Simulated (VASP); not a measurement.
Write the native input for VASP 6.6.1 that does the following.

| Property | Result |
| --- | --- |
| Task | relaxation of the atoms |
| Functional | LDA |
| Potentials or basis | VASP PAW LDA potentials, release 64 (Mo_sv, S) |
| Cutoff | 520 eV |
| k mesh | 12 × 12 × 3 |
| Occupations | gaussian, width 0.05 eV |
| Spin | no spin polarisation |
| Further INCAR settings | ALGO = Normal; EDIFF = 1e-06; IBRION = 2; EDIFFG = -0.01; NSW = 40 |

The structure of MoS2 lies in POSCAR:

```
MoS2
1.0
    3.1690000000      0.0000000000      0.0000000000
   -1.5845000000      2.7444345000      0.0000000000
    0.0000000000      0.0000000000     12.7306920000
Mo S
2 4
Direct
    0.3333333300      0.6666666700      0.2500000000
    0.6666666700      0.3333333300      0.7500000000
    0.3333333300      0.6666666700      0.6270571200
    0.6666666700      0.3333333300      0.1270571200
    0.3333333300      0.6666666700      0.8729428800
    0.6666666700      0.3333333300      0.3729428800
```

One way to write it, as run:

INCAR

```
ALGO = Normal
EDIFF = 1E-6
EDIFFG = -0.01
ENCUT = 520
GGA = CA
IBRION = 2
ISIF = 2
ISMEAR = 0
KPAR = 2
LASPH = T
LCHARG = F
LREAL = F
LWAVE = F
NELM = 60
NSW = 40
PREC = Accurate
SIGMA = 0.05
```

KPOINTS

```
k-points
0
Gamma
  12 12 3
```

Potentials or basis: VASP PAW LDA potentials, release 64 (Mo_sv, S).

Command:

```bash
$ cat potpaw_LDA.64/Mo_sv/POTCAR potpaw_LDA.64/S/POTCAR > POTCAR
$ mpirun -np 2 vasp_std > vasp.out
```

Results of the run:

The energy gained by relaxing is 3.6 meV/atom. The ionic steps are 3 and the pressure after relaxing is -3.4 GPa. The band gap on the k mesh is 1.00 eV, indirect (least direct gap 1.64 eV).

Caveat: an odd mesh through Γ misses points on the zone boundary, where band edges often lie.

Wall time 72 s on 2 MPI ranks on AMD EPYC 9R45 (Zen 5), with other jobs on the host, peak memory 0.22 GiB a rank.
